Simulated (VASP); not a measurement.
## SrSnSeS with PBEsol: from relaxation to properties

Aim: relax SrSnSeS, then compute properties on the relaxed cell. The steps: rough relaxation of the start cell, full relaxation (PBEsol), single point with fields (PBEsol), band structure (PBEsol), density of states (PBEsol), vibrations at Γ (PBEsol), bands along the symmetry lines (HSE06) and bands along the symmetry lines (TB-mBJ). The cell is invented: it takes the structure of a Materials Project entry for SrEuSeS (space group 160 there), with some of its atoms replaced by other elements, volume scaled by an estimate. It may not be a known or stable phase.

Program: VASP 6.6.1. Level of theory: PBEsol; plane waves and PAW (Sn_d, Sr_sv, Se, S), in the first sound run; inputs show where later runs differ. Results are calculated unless marked as measured.

Most raw output is cut from this account.

### Step 1. The structure

Before any relaxation, the start is as follows. The structure is trigonal, space group R3m (No. 160). The conventional cell has a = 4.339 Å, b = 4.339 Å, c = 21.329 Å, α = 90.00°, β = 90.00°, γ = 120.00°. Nearest to Sn lie 3 S at 3.01 Å and 3 Se at 3.09 Å. Sr has 3 S at 3.06 Å and 3 Se at 3.14 Å nearest. Se has 3 Sn at 3.09 Å and 3 Sr at 3.14 Å nearest. S has 3 Sn at 3.01 Å and 3 Sr at 3.06 Å nearest. It derives from SrEuSeS. it takes the structure of a Materials Project entry for SrEuSeS (space group 160 there), with some of its atoms replaced by other elements, volume scaled by an estimate. Farther neighbours and most contacts between anions are not listed.

Coordinates:

```cif
data_structure
_symmetry_space_group_name_H-M 'P 1'
_symmetry_Int_Tables_number 1
_cell_length_a 7.5382
_cell_length_b 7.5382
_cell_length_c 7.5382
_cell_angle_alpha 33.456
_cell_angle_beta 33.456
_cell_angle_gamma 33.456
_cell_volume 115.95
loop_
_atom_site_label
_atom_site_type_symbol
_atom_site_fract_x
_atom_site_fract_y
_atom_site_fract_z
_atom_site_occupancy
Sn1 Sn 0.00335 0.00335 0.00335 1
Sr2 Sr 0.49683 0.49683 0.49683 1
Se3 Se 0.25199 0.25199 0.25199 1
S4 S 0.74784 0.74784 0.74784 1
```

### Step 2. Rough relaxation of the start cell

The start is only an estimate, so a cheap relaxation brings it near a minimum before any careful run. PBEsol restores the gradient expansion of exchange and is tuned for the cells of solids.

The input, INCAR:

```
SYSTEM = SrSnSeS
PREC = Normal
ENCUT = 400
EDIFF = 1E-05
NELM = 60
ISMEAR = -1
SIGMA = 0.05
LREAL = .FALSE.
ALGO = Fast
GGA = PS
NBANDS = 24
LORBIT = 11
LWAVE = .FALSE.
LCHARG = .FALSE.
KPAR = 2
IBRION = 2
NSW = 40
ISIF = 3
EDIFFG = -0.04
```

The input, POSCAR:

```
SrSnSeS
1.0
    2.1697340000      1.2526970000      7.1096750000
   -2.1697340000      1.2526970000      7.1096750000
    0.0000000000     -2.5053930000      7.1096750000
Sn Sr Se S
1 1 1 1
Direct
    0.0033490000      0.0033490000      0.0033490000
    0.4968260000      0.4968260000      0.4968260000
    0.2519910000      0.2519910000      0.2519910000
    0.7478350000      0.7478350000      0.7478350000
```

The input, KPOINTS:

```
Automatic mesh
0
Gamma
5 5 5
0 0 0
```

The projector-augmented-wave data sets are Sn_d, Sr_sv, Se and S (PBE family, release 64).

Launch:

```console
mpirun -np 2 vasp_std
```

Run time: 56 s. Hardware: 2 MPI ranks of Intel Xeon 6975P-C (Granite Rapids), shared host; peak memory 0.53 GiB; 1.8 min of CPU time.

The gap is read on the k-mesh alone, so it is an upper bound where the band edges lie off the mesh. This relaxation is a rough one on cheap settings, only to bring the start near its minimum. The PAW data sets were made with PBE, which is usual practice but a small mismatch for other functionals. The run keeps the 6 symmetry operations of its start, so it cannot find a distortion of lower symmetry.

Relaxation path:

```
step  energy less that of the first step (eV)  largest force (eV/Å)  pressure (GPa)  volume (Å³)
   1                                   0.0000                0.1600           -3.20       115.95
   2                                  -0.0803                0.1405            0.86       106.49
   3                                  -0.0845                0.1472            0.05       108.08
   4                                  -0.0844                0.1492            0.00       108.24
   5                                  -0.0862                0.1160           -0.02       108.24
   6                                  -0.0888                0.0346           -0.03       108.27
```

```
conventional cell, symmetrised  before   after  change
                         a (Å)   4.339   4.238  -2.3 %
                         b (Å)   4.339   4.238  -2.3 %
                         c (Å)  21.329  20.878  -2.1 %
              volume (Å³/atom)   28.99   27.07  -6.6 %
```

The atoms that moved most (Å, as changes of fractional coordinates times the final cell):

```
atom     dx     dy      dz  length
  S4  0.000  0.000   0.034   0.034
 Sn1  0.000  0.000  -0.023   0.023
 Sr2  0.000  0.000  -0.022   0.022
 Se3  0.000  0.000   0.011   0.011
```

Final coordinates:

```xyz
4
Lattice="2.1192 1.2235 6.9594 -2.1192 1.2235 6.9594 0.0000 -2.4470 6.9594" Properties=species:S:1:pos:R:3 pbc="T T T"
Sn    0.0000    0.0000    0.0470
Sr    0.0000    0.0000   10.3506
Se    0.0000    0.0000    5.2723
S     0.0000    0.0000   15.6472
```

Numbers from this step:

- electrons: 36
- bands: 24
- irreducible k-points: 19
- symmetry operations: 6
- free energy (TOTEN): -19.25 eV
- Fermi energy: 4.581 eV
- pressure: -0.03161 GPa
- metallic: no
- valence top at k: 0.4, 0.4, 0.4
- conduction bottom at k: 0.4, 0.4, 0.4
- least direct gap at k: 0.4, 0.4, 0.4
- SCF cycles over all ionic steps: 60
- gap on the k-mesh: 1.225 eV
- least direct gap on the k-mesh: 1.225 eV

It ends with a largest force of 0.035 eV/Å and a pressure of -0.03 GPa.

### Step 3. Full relaxation (PBEsol)

Properties are meant for the cell that this level of theory prefers, so cell and atoms are relaxed first (ISIF = 3) until forces and stress are small; EDIFFG sets the threshold.

The input, INCAR:

```
SYSTEM = SrSnSeS
PREC = Accurate
ENCUT = 400
EDIFF = 1E-06
NELM = 100
ISMEAR = -1
SIGMA = 0.05
LREAL = .FALSE.
ALGO = Normal
GGA = PS
NBANDS = 24
LORBIT = 11
LWAVE = .FALSE.
LCHARG = .FALSE.
KPAR = 2
IBRION = 2
NSW = 60
ISIF = 3
EDIFFG = -0.01
```

The input, POSCAR:

```
SrSnSeS
1.0
    2.1191822875      1.2235109293      6.9593503533
   -2.1191822875      1.2235109293      6.9593503533
    0.0000000000     -2.4470209031      6.9593503571
Sn Sr Se S
1 1 1 1
Direct
    0.0022524634      0.0022524634      0.0022524634
    0.4957654258      0.4957654258      0.4957654258
    0.2525277460      0.2525277460      0.2525277460
    0.7494553648      0.7494553648      0.7494553648
```

KPOINTS is that of step 2.

Launch:

```console
mpirun -np 2 vasp_std
```

Run time: 33 s. Hardware: 2 MPI ranks; peak memory 0.7 GiB; 64 s of CPU time.

Little changed from the start: no atom moved by 0.005 Å and no cell edge by 0.1 %.

Numbers from this step:

| Property | Result |
| --- | --- |
| free energy (TOTEN) | -19.24 eV |
| Fermi energy | 4.598 eV |
| pressure | 0.04323 GPa |
| SCF cycles over all ionic steps | 22 |
| gap on the k-mesh | 1.222 eV |
| least direct gap on the k-mesh | 1.222 eV |

It ends with a largest force of 0.007 eV/Å and a pressure of 0.04 GPa.

### Step 4. Single point with fields (PBEsol)

The relaxed cell gets a fresh self-consistent run, on a basis set for its own volume, to fix the density and to check the remaining stress.

Changes to INCAR since step 3:

```diff
@@ -13,7 +13,5 @@
 LWAVE = .FALSE.
-LCHARG = .FALSE.
-KPAR = 2
-IBRION = 2
-NSW = 60
-ISIF = 3
-EDIFFG = -0.01
+LCHARG = .TRUE.
+ISIF = 2
+LELF = .TRUE.
+LVHAR = .TRUE.
```

The input, POSCAR:

```
SrSnSeS
1.0
    2.1182140286      1.2229519042      6.9539570828
   -2.1182140286      1.2229519042      6.9539570828
    0.0000000000     -2.4459028541      6.9539570867
Sn Sr Se S
1 1 1 1
Direct
    0.0022503877      0.0022503877      0.0022503877
    0.4956583286      0.4956583286      0.4956583286
    0.2525762012      0.2525762012      0.2525762012
    0.7495160826      0.7495160826      0.7495160826
```

KPOINTS is that of step 3.

Launch:

```console
mpirun -np 2 vasp_std
```

Wall time 17 s (2 MPI ranks); peak memory 0.47 GiB; 33 s of CPU time.

This step gave:

```yaml
scf_cycles: 14
pressure: 0.06209 GPa
gap_on_the_k_mesh: 1.221 eV
least_direct_gap_on_the_k_mesh: 1.221 eV
```

Valence electrons inside each PAW sphere by angular momentum. Sphere charges, by row:

```
atom  s (e)  p (e)  d (e)  tot (e)
 Sn1  1.434  0.596  9.994    12.02
 Sr2  2.013  5.746  0.227    7.987
 Se3  1.451  2.392  0.014    3.857
  S4   1.33  2.367      0    3.698
```

Electrostatic potential energy in the ac plane of the conventional cell at fractional y = 0.000, with atoms of Sn and Sr and Se and S within 0.2 Å of it. With pseudopotentials it is smooth inside the atoms' cores, unlike the true potential.

Values in eV, 24 rows by 14 columns, each cell a mean:
```
-52 -49 -35 -11  -1   2   3   3   2   0  -4 -21 -43 -51
 -4  -3   0   1   2   2   2   2   2   2   2   1  -1  -4
  3   3   3   2   2   1   0   0   0   1   2   2   3   3
  3   2   2   1  -1  -2  -4  -4  -3  -1   0   1   2   3
 -2  -1   0   1   0  -1  -2  -3  -2  -1   1   1   0  -2
-34 -40 -26  -6   0   2   2   2   2   2  -1 -13 -36 -38
-35 -38 -24  -5   1   2   2   2   2   2  -1 -12 -33 -37
  0   0   1   1   1  -1  -2  -2  -1   0   1   1   1   0
  3   3   3   2   1   0  -1  -1  -1   0   2   3   3   3
  2   2   2   3   2   2   1   1   1   2   3   3   2   2
 -8  -7  -4  -1   1   2   2   2   2   1   0  -2  -5  -7
-26 -22 -16 -10  -4   0   2   2   1  -1  -6 -13 -19 -25
-20 -17 -12  -7  -2   1   2   2   2   0  -4  -9 -14 -19
 -2  -1   0   1   2   1   1   1   1   2   1   1  -1  -2
  3   3   3   3   2   1   0   0   1   2   3   3   3   3
  3   3   3   2   1  -1  -2  -2  -1   0   1   3   3   3
 -2   0   1   2   1  -1  -1  -2  -1   0   1   2   1  -1
-52 -47 -24  -3   1   2   2   2   2   2   0 -10 -37 -50
-42 -36 -16  -2   1   1   1   0   1   1   0  -6 -27 -40
  1   2   2   1  -1  -2  -4  -4  -3  -2   0   1   2   1
  3   3   2   1   0  -1  -2  -2  -2  -1   1   2   3   3
  3   3   3   3   2   1   0   0   0   1   2   3   3   3
 -7  -5  -1   1   2   2   1   1   1   2   1   0  -3  -6
-55 -51 -38 -13  -2   1   3   3   2   0  -5 -24 -47 -53
```
Columns run along a (4.2 Å; values clipped at the 3rd and 97th percentile), rows up along c (20.9 Å), edges of the conventional cell, whose origin can differ from the input's. Atoms in or near the plane, at fractional coordinates: Sn at (0.00, 0.00), Sr at (0.00, 0.50), Se at (0.00, 0.75), S at (0.00, 0.25).

Valence density in the ac plane of the conventional cell at fractional y = 0.000, with atoms of Sn and Sr and Se and S within 0.2 Å of it. It is the smooth field of the valence electrons, not physical close to the nuclei.

Values in units of 1e0 e/Å³, 24 rows by 14 columns, each cell a mean:
```
6.0 3.9 1.4 0.4 0.2 0.1 0.1 0.1 0.1 0.1 0.2 0.7 2.4 5.1
0.2 0.2 0.1 0.1 0.1 0.2 0.2 0.2 0.2 0.2 0.1 0.1 0.2 0.2
0.0 0.0 0.0 0.1 0.1 0.2 0.2 0.2 0.2 0.1 0.1 0.1 0.0 0.0
0.0 0.0 0.0 0.0 0.1 0.1 0.2 0.2 0.1 0.1 0.1 0.0 0.0 0.0
0.3 0.3 0.2 0.1 0.1 0.1 0.1 0.1 0.1 0.1 0.1 0.2 0.2 0.3
0.4 0.7 0.7 0.4 0.2 0.1 0.1 0.1 0.1 0.1 0.3 0.6 0.8 0.5
0.5 0.7 0.7 0.4 0.2 0.1 0.1 0.1 0.1 0.2 0.3 0.6 0.7 0.6
0.2 0.2 0.2 0.1 0.1 0.1 0.2 0.2 0.1 0.1 0.1 0.2 0.2 0.2
0.0 0.0 0.0 0.1 0.1 0.2 0.2 0.2 0.2 0.1 0.1 0.1 0.0 0.0
0.0 0.0 0.0 0.1 0.1 0.2 0.2 0.3 0.2 0.2 0.1 0.1 0.0 0.0
0.5 0.4 0.2 0.1 0.1 0.1 0.2 0.2 0.2 0.1 0.1 0.2 0.3 0.4
3.0 2.5 1.5 0.5 0.1 0.1 0.1 0.1 0.1 0.1 0.3 0.9 2.0 2.8
2.0 1.6 0.9 0.3 0.1 0.1 0.1 0.1 0.1 0.1 0.2 0.5 1.2 1.9
0.1 0.1 0.1 0.1 0.1 0.2 0.2 0.2 0.2 0.2 0.1 0.1 0.1 0.1
0.0 0.0 0.0 0.1 0.1 0.2 0.2 0.3 0.2 0.2 0.1 0.1 0.0 0.0
0.0 0.0 0.0 0.1 0.1 0.2 0.2 0.2 0.2 0.1 0.1 0.1 0.0 0.0
0.3 0.3 0.2 0.1 0.1 0.1 0.2 0.2 0.1 0.1 0.1 0.2 0.2 0.3
0.6 0.9 0.9 0.5 0.2 0.1 0.1 0.1 0.1 0.1 0.3 0.6 1.0 0.8
0.8 0.9 0.7 0.4 0.2 0.1 0.1 0.1 0.1 0.1 0.3 0.5 0.9 0.9
0.2 0.2 0.1 0.1 0.1 0.1 0.1 0.1 0.1 0.1 0.1 0.1 0.2 0.2
0.0 0.0 0.0 0.0 0.1 0.1 0.2 0.2 0.1 0.1 0.1 0.0 0.0 0.0
0.0 0.0 0.1 0.1 0.1 0.2 0.2 0.2 0.2 0.2 0.1 0.1 0.0 0.0
0.3 0.2 0.2 0.1 0.1 0.2 0.2 0.2 0.2 0.2 0.1 0.1 0.2 0.3
6.9 4.5 1.6 0.4 0.2 0.1 0.1 0.1 0.1 0.1 0.3 0.8 2.8 5.9
```
Columns run along a (4.2 Å), rows up along c (20.9 Å), edges of the conventional cell, whose origin can differ from the input's. Atoms in or near the plane, at fractional coordinates: Sn at (0.00, 0.00), Sr at (0.00, 0.50), Se at (0.00, 0.75), S at (0.00, 0.25).

ELF in the ac plane of the conventional cell at fractional y = 0.000, with atoms of Sn and Sr and Se and S within 0.2 Å of it. It is the smooth field of the valence electrons, not physical close to the nuclei.

Ten even steps from '_' (0.02) to '@' (0.84), each cell a mean:
```
----====::::::::..::--====--
--::::::--**######++--::::--
______..--==++++++==::..____
....________......________..
%%%%**==..________..::++##%%
##@@@@@@##--____..++%%@@@@%%
%%@@@@@@**--....::==##@@@@%%
****++--::::----::::::==++**
______..::::------::..______
______::==++******==--..____
++==::..::++####**==::..--==
##%%@@**..__..::..__--%%@@%%
%%%%##==....----::..::++%%%%
......::==##%%%%%%**--......
____..::==++******++--..____
______..::--------::..______
##**++--::::----::::::==**##
**%%@@@@**--......==##@@@@##
##@@@@%%++::______--##@@@@%%
##**==::____......__..--++**
__________..........________
____..--++**######**==::____
--::::::==**######++--::::--
----====--::......::--==--::
```
Columns run along a (4.2 Å), rows up along c (20.9 Å), edges of the conventional cell, whose origin can differ from the input's. Atoms in or near the plane, at fractional coordinates: Sn at (0.00, 0.00), Sr at (0.00, 0.50), Se at (0.00, 0.75), S at (0.00, 0.25).

In this run the pressure is 0.06 GPa, small enough to go on.

### Step 5. Band structure (PBEsol)

Levels along the symmetry lines show where the bands peak and cross; KPOINTS_OPT computes them in the converged potential.

The input, INCAR:

```
SYSTEM = SrSnSeS
PREC = Accurate
ENCUT = 400
EDIFF = 1E-06
NELM = 100
ISMEAR = -1
SIGMA = 0.05
LREAL = .FALSE.
ALGO = Normal
GGA = PS
NBANDS = 32
LORBIT = 11
LWAVE = .FALSE.
LCHARG = .FALSE.
KPAR = 2
```

POSCAR is that of step 4.

KPOINTS is that of step 4.

The input, KPOINTS_OPT:

```
Line mode
16
Line-mode
Reciprocal
  0.00000000   0.00000000   0.00000000 GAMMA
  0.50000000   0.00000000   0.00000000 L

  0.50000000   0.00000000   0.00000000 L
  0.50000000   0.18728546  -0.18728546 B1

  0.81271454   0.50000000   0.18728546 B
  0.50000000   0.50000000   0.50000000 Z

  0.50000000   0.50000000   0.50000000 Z
  0.00000000   0.00000000   0.00000000 GAMMA

  0.00000000   0.00000000   0.00000000 GAMMA
  0.34364273   0.00000000  -0.34364273 X

  0.65635727   0.34364273   0.00000000 Q
  0.50000000   0.50000000   0.00000000 F

  0.50000000   0.50000000   0.00000000 F
  0.65635727   0.65635727   0.18728546 P1

  0.65635727   0.65635727   0.18728546 P1
  0.50000000   0.50000000   0.50000000 Z

  0.50000000   0.00000000   0.00000000 L
  0.81271454   0.34364273   0.34364273 P
```

Launch:

```console
mpirun -np 2 vasp_std
```

The job ended after 2 min (2 MPI ranks; peak memory 0.69 GiB; 4 min of CPU time).

Spin-orbit coupling is off here; with elements this heavy it splits and shifts levels by tenths of an eV or more.

This step gave:

```
bands                             : 32
pressure                          : 0.05732 GPa
least gap on mesh and path        : 1.056 eV
least direct gap on mesh and path : 1.056 eV
valence top at k                  : 0.5, 0.5, 0.5
conduction bottom at k            : 0.5, 0.5, 0.5
least direct gap at k             : 0.5, 0.5, 0.5
```

The electronic bands at the labelled points (eV, zero at the valence-band top; v1 is the highest filled band, c1 the lowest empty one):

```
          point     v4     v3     v2     v1    c1    c2    c3    c4
              Γ  -1.67  -1.50  -1.42  -1.42  1.50  2.98  2.98  3.79
0.47 of the way  -2.44  -1.78  -1.51  -0.47  2.02  2.85  3.02  3.36
              L  -2.85  -2.06  -1.58  -0.47  1.98  3.07  3.24  3.45
0.47 of the way  -3.13  -2.16  -2.00  -0.59  2.86  3.25  3.36  3.68
             B1  -3.44  -2.09  -1.83  -0.65  2.54  2.94  3.52  4.27
      jump to B  -3.44  -2.09  -1.83  -0.65  2.54  2.94  3.52  4.27
0.53 of the way  -2.53  -2.06  -1.63  -0.48  2.12  2.93  3.12  3.41
              Z  -2.13  -1.28  -1.28   0.00  1.06  2.37  2.37  3.87
0.53 of the way  -2.09  -1.36  -1.36  -0.61  1.33  2.66  2.66  3.81
              Γ  -1.67  -1.50  -1.42  -1.42  1.50  2.98  2.98  3.79
0.47 of the way  -2.34  -2.13  -1.62  -0.49  2.38  2.70  3.23  3.91
              X  -3.45  -2.14  -1.85  -0.66  2.61  3.01  3.59  4.29
      jump to Q  -3.45  -2.14  -1.85  -0.66  2.61  3.01  3.59  4.29
0.47 of the way  -3.04  -1.97  -1.79  -0.91  2.21  2.56  3.12  3.63
              F  -2.62  -1.98  -1.92  -1.52  1.86  1.98  3.50  3.70
0.47 of the way  -2.64  -1.98  -1.90  -1.44  1.88  2.02  3.49  3.65
             P1  -2.68  -1.99  -1.84  -1.22  1.95  2.16  3.44  3.52
0.53 of the way  -2.26  -2.08  -1.70  -0.65  2.20  2.80  3.14  3.22
              Z  -2.13  -1.28  -1.28   0.00  1.06  2.37  2.37  3.87
      jump to L  -2.85  -2.06  -1.58  -0.47  1.98  3.07  3.24  3.45
0.47 of the way  -2.81  -2.04  -1.65  -0.68  2.02  2.73  3.18  3.43
              P  -2.68  -1.99  -1.84  -1.22  1.95  2.16  3.44  3.52
```

Of the projections kept (Sn, Sr, Se, S), the largest for each band there; the rest of the weight can lie on other orbitals:

```
point       v4       v3       v2       v1       c1       c2       c3       c4
    Γ   S 0.59  Se 0.62  Se 0.76  Se 0.76  Sn 0.59  Sn 0.82  Sn 0.82  Sr 0.83
    L   S 0.46  Se 0.44  Se 0.55  Sn 0.34  Sn 0.38  Sn 0.63  Sr 0.51  Sn 0.55
   B1  Se 0.36   S 0.45  Se 0.47  Sn 0.34  Sn 0.47  Sn 0.43  Sn 0.55  Sr 0.42
    B  Se 0.36   S 0.45  Se 0.47  Sn 0.34  Sn 0.47  Sn 0.43  Sn 0.55  Sr 0.42
    Z   S 0.66  Se 0.73  Se 0.73  Se 0.36  Sn 0.63  Sn 0.75  Sn 0.75  Sr 0.63
    Γ   S 0.59  Se 0.62  Se 0.76  Se 0.76  Sn 0.59  Sn 0.82  Sn 0.82  Sr 0.83
```

The path lowers the gap by 0.17 eV against the mesh alone, so a band edge lies off the mesh.

(Continued in part 2 of 2.)

[Lines on the potential files, build, host, timing and source positions are cut from VASP's logs without a mark.]

[Logs are printed without paths, hosts, clocks, repeated set-up lines and the standing remarks that a program may print on its own settings, such as how far it seeks lower states.]

[Hosts, paths, dates, database ids (printed as entryN), source tags and the programs' standing remarks are cut or masked in the printed files.]

[A measured line is paired with the nearest computed mode of its activity, which favours agreement.]
